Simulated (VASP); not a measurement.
```xyz
1
Lattice="-2.1300 2.1300 2.1300 2.1300 -2.1300 2.1300 2.1300 2.1300 -2.1300" Properties=species:S:1:pos:R:3 pbc="T T T"
Na     0.0000     0.0000     0.0000
```

Calculation: vdW-DF-cx, VASP's PBE PAW potentials (set 64) (plane waves; VASP). Run with 520 eV cut-off, Gaussian smearing of 0.050 eV, potentials Na_pv.

### Question
Give the energies of bands 4 to 6 at the high-symmetry points, in eV from the Fermi level.

### Answer

```json
[
 {"band": "4", "Γ": "-3.21", "H": "4.35", "N": "0.68", "P": "2.59"},
 {"band": "5", "Γ": "11.49", "H": "4.35", "N": "1.18", "P": "2.59"},
 {"band": "6", "Γ": "11.49", "H": "4.74", "N": "7.99", "P": "2.59"}
]
```

It has no gap at this level: it comes out as a metal or semimetal.

The compound is Na in the bcc structure. The cell was not relaxed at this level.
